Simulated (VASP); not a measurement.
# TlNi2S2: hyperfine terms and field gradients, part 3 of 4

Aim: the hyperfine contact terms and the field gradients at the nuclei of TlNi2S2, by functional. The start is a cell from a database of measured crystal structures.

VASP 6.6.1, plane waves and PAW; the level of theory is named at each step.

So far. Step 2 (Local probes at LDA): The largest gradient is -77.85 V/Å², at Ni2.

### 3. Local probes at r2SCAN

This step: r2SCAN, DFT+U (Ni d 3.5 eV), spin-polarised from a ferromagnetic start; plane waves and PAW (Tl_d, Ni, S) (VASP 6.6.1).

Field gradients probe the charge near the nuclei, so LASPH is on and the cutoff is at least 1.4 times the default of the data sets; this run is at r2SCAN. LHYPERFINE adds the spin density at the nuclei, with NGYROMAG = 1 for all, so that values scale to any isotope.

The input, INCAR:

```
SYSTEM = TlNi2S2
PREC = Accurate
ENCUT = 400
EDIFF = 1E-07
NELM = 100
ISMEAR = -1
SIGMA = 0.05
LREAL = .FALSE.
ALGO = Normal
METAGGA = R2SCAN
LASPH = .TRUE.
NBANDS = 33
ISPIN = 2
MAGMOM = 0 1 1 0 0
LDAU = .TRUE.
LDAUTYPE = 2
LDAUL = -1 2 -1
LDAUU = 0 3.5 0
LDAUJ = 0 0 0
LDAUPRINT = 1
LMAXMIX = 4
LORBIT = 11
LWAVE = .FALSE.
LCHARG = .FALSE.
KPAR = 4
LEFG = .TRUE.
LHYPERFINE = .TRUE.
NGYROMAG = 1 1 1
```

The input, POSCAR:

```
TlNi2S2
1.0
   -1.8960000000      1.8960000000      6.3850000000
    1.8960000000     -1.8960000000      6.3850000000
    1.8960000000      1.8960000000     -6.3850000000
Tl Ni S
1 2 2
Direct
    0.0000000000      0.0000000000      0.0000000000
    0.2500000000      0.7500000000      0.5000000000
    0.7500000000      0.2500000000      0.5000000000
    0.6400000000      0.6400000000      0.0000000000
    0.3600000000      0.3600000000      0.0000000000
```

The input, KPOINTS:

```
Automatic mesh
0
Gamma
10 10 10
0 0 0
```

PAW data sets: Tl_d, Ni and S (PBE family, release 64).

Launch:

```console
mpirun -np 4 vasp_std
```

Output:

```text
[banner, memory and clock lines left out]
running    4 mpi-ranks, on    1 nodes
 distrk:  each k-point on    1 cores,    4 groups
 distr:  one band on    1 cores,    1 groups

 POSCAR found type information on POSCAR TlNiS
 POSCAR found :  3 types and       5 ions
 [... a notice as in an earlier step ...]

 LDA part: xc-table for (None), standard interpolation
 POSCAR, INCAR and KPOINTS ok, starting setup
 FFT: planning ... GRIDC
 FFT: planning ... GRID_SOFT
 FFT: planning ... GRID
 WAVECAR not read
 entering main loop
       N       E                     dE             d eps       ncg     rms          rms(c)
DAV:   1     0.220692413058E+03    0.22069E+03   -0.17749E+04 13464   0.121E+03
DAV:   2    -0.752919289636E+02   -0.29598E+03   -0.27898E+03 14029   0.305E+02
DAV:   3    -0.100302913290E+03   -0.25011E+02   -0.24251E+02 16142   0.995E+01
DAV:   4    -0.100989186588E+03   -0.68627E+00   -0.68409E+00 15042   0.160E+01
DAV:   5    -0.101006913317E+03   -0.17727E-01   -0.17722E-01 16471   0.274E+00    0.174E+01
DAV:   6    -0.933486277504E+02    0.76583E+01   -0.27626E+01 15921   0.814E+01    0.237E+01
DAV:   7    -0.905705172213E+02    0.27781E+01   -0.85136E+00 16005   0.499E+01    0.815E+00
DAV:   8    -0.909227639235E+02   -0.35225E+00   -0.25380E+00 17814   0.159E+01    0.421E+00
DAV:   9    -0.909361114996E+02   -0.13348E-01   -0.45888E-01 18829   0.815E+00    0.167E+00
DAV:  10    -0.909721009621E+02   -0.35989E-01   -0.14466E-01 19321   0.405E+00    0.910E-01
DAV:  11    -0.910021571765E+02   -0.30056E-01   -0.78639E-02 18389   0.180E+00    0.640E-01
DAV:  12    -0.910277560376E+02   -0.25599E-01   -0.14289E-01 19183   0.237E+00    0.348E-01
DAV:  13    -0.910325136575E+02   -0.47576E-02   -0.17104E-02 17829   0.716E-01    0.233E-01
DAV:  14    -0.910341090020E+02   -0.15953E-02   -0.48769E-03 18973   0.420E-01    0.169E-01
DAV:  15    -0.910353901210E+02   -0.12811E-02   -0.10208E-02 19494   0.617E-01    0.106E-01
DAV:  16    -0.910357103562E+02   -0.32024E-03   -0.29635E-03 18483   0.320E-01    0.594E-02
DAV:  17    -0.910358245654E+02   -0.11421E-03   -0.12710E-03 19096   0.226E-01    0.254E-02
DAV:  18    -0.910358515883E+02   -0.27023E-04   -0.54331E-04 18925   0.146E-01    0.158E-02
DAV:  19    -0.910358608177E+02   -0.92294E-05   -0.59108E-05 17025   0.421E-02    0.133E-02
DAV:  20    -0.910358616389E+02   -0.82118E-06   -0.10471E-05 19704   0.221E-02    0.843E-03
DAV:  21    -0.910358600573E+02    0.15816E-05   -0.25346E-05 19735   0.395E-02    0.306E-03
DAV:  22    -0.910358608871E+02   -0.82980E-06   -0.34485E-06 15479   0.131E-02    0.227E-03
DAV:  23    -0.910358609183E+02   -0.31180E-07   -0.38888E-07  8125   0.455E-03
ion   1
     0.0000000     0.0000000     0.0000000     0.3287633     0.0000000     0.0000000
     0.0000685     0.0000000     0.0000000     0.3287633     0.0000000     0.0000000
     0.0000943     0.0000000     0.0000000     0.3287633     0.0000000     0.0000000
     0.0001298     0.0000000     0.0000000     0.3287633     0.0000000     0.0000000
     0.0001788     0.0000000     0.0000000     0.3287633     0.0000000     0.0000000

     0.0000000    -0.0000000     0.0000000   -15.5481971     0.0000000     0.0000000
     0.0000685    -0.0000000     0.0000000   -15.5028120     0.0000000     0.0000000
     0.0000943    -0.0000000     0.0000000   -15.4808838     0.0000000     0.0000000
     0.0001298    -0.0000000     0.0000000   -15.4472831     0.0000000     0.0000000
     0.0001788    -0.0000000     0.0000000   -15.3960256     0.0000000     0.0000000

ion   2
     0.0000000    -0.0000000    -0.0000000    23.8898001    -0.0000000     0.0000000
     0.0000452    -0.0000000    -0.0000000    23.8897998    -0.0000000     0.0000000
     0.0000622    -0.0000000    -0.0000000    23.8897996    -0.0000000     0.0000000
     0.0000857    -0.0000000    -0.0000000    23.8897991    -0.0000000     0.0000000
     0.0001180    -0.0000000    -0.0000000    23.8897983    -0.0000000     0.0000000

     0.0000000    -0.0000000    -0.0000000   125.4551214    -0.0000000     0.0000000
     0.0000452    -0.0000000    -0.0000000   125.4554934    -0.0000000     0.0000000
     0.0000622    -0.0000000    -0.0000000   125.4557065    -0.0000000     0.0000000
     0.0000857    -0.0000000    -0.0000000   125.4560544    -0.0000000     0.0000000
     0.0001180    -0.0000000    -0.0000000   125.4566196    -0.0000000     0.0000000

ion   3
     0.0000000    -0.0000000    -0.0000000    23.8898001     0.0000000     0.0000000
     0.0000452    -0.0000000    -0.0000000    23.8897998     0.0000000     0.0000000
     0.0000622    -0.0000000    -0.0000000    23.8897996     0.0000000     0.0000000
     0.0000857    -0.0000000    -0.0000000    23.8897991     0.0000000     0.0000000
     0.0001180    -0.0000000    -0.0000000    23.8897983     0.0000000     0.0000000

     0.0000000    -0.0000000    -0.0000000   125.4551214     0.0000000     0.0000000
     0.0000452    -0.0000000    -0.0000000   125.4554934     0.0000000     0.0000000
     0.0000622    -0.0000000    -0.0000000   125.4557065     0.0000000     0.0000000
     0.0000857    -0.0000000    -0.0000000   125.4560544     0.0000000     0.0000000
     0.0001180    -0.0000000    -0.0000000   125.4566196     0.0000000     0.0000000

ion   4
     0.0000000     0.0000000    -0.0000000     1.0346050    -0.0000000     0.0000000
     0.0000369     0.0000000    -0.0000000     1.0346050    -0.0000000     0.0000000
     0.0000508     0.0000000    -0.0000000     1.0346050    -0.0000000     0.0000000
     0.0000700     0.0000000    -0.0000000     1.0346050    -0.0000000     0.0000000
     0.0000964     0.0000000    -0.0000000     1.0346050    -0.0000000     0.0000000

     0.0000000     0.0000000    -0.0000000    14.4731489    -0.0000000     0.0000000
     0.0000369     0.0000000    -0.0000000    14.4731079    -0.0000000     0.0000000
     0.0000508     0.0000000    -0.0000000    14.4730831    -0.0000000     0.0000000
     0.0000700     0.0000000    -0.0000000    14.4730417    -0.0000000     0.0000000
     0.0000964     0.0000000    -0.0000000    14.4729735    -0.0000000     0.0000000

ion   5
     0.0000000     0.0000000     0.0000000     1.0346050    -0.0000000     0.0000000
     0.0000369     0.0000000     0.0000000     1.0346050    -0.0000000     0.0000000
     0.0000508     0.0000000     0.0000000     1.0346050    -0.0000000     0.0000000
     0.0000700     0.0000000     0.0000000     1.0346050    -0.0000000     0.0000000
     0.0000964     0.0000000     0.0000000     1.0346050    -0.0000000     0.0000000

     0.0000000     0.0000000     0.0000000    14.4731489    -0.0000000     0.0000000
     0.0000369     0.0000000     0.0000000    14.4731079    -0.0000000     0.0000000
     0.0000508     0.0000000     0.0000000    14.4730831    -0.0000000     0.0000000
     0.0000700     0.0000000     0.0000000    14.4730417    -0.0000000     0.0000000
     0.0000964     0.0000000     0.0000000    14.4729735    -0.0000000     0.0000000

   1 F= -.91035861E+02 E0= -.91025403E+02  d E =-.209157E-01  mag=     2.6483
```

Run time: 13 min. Hardware: 4 MPI ranks of Intel Xeon 6975P-C (Granite Rapids), shared host; peak memory 2.6 GiB.

(Part 3 of 4 ends here.)

[Lines on the potential files, build, host, timing and source positions are cut from VASP's logs without a mark.]

[Logs are printed without paths, hosts, clocks, repeated set-up lines and the standing remarks that a program may print on its own settings, such as how far it seeks lower states.]

[Hosts, paths, dates, database ids (printed as entryN), source tags and the programs' standing remarks are cut or masked in the printed files.]
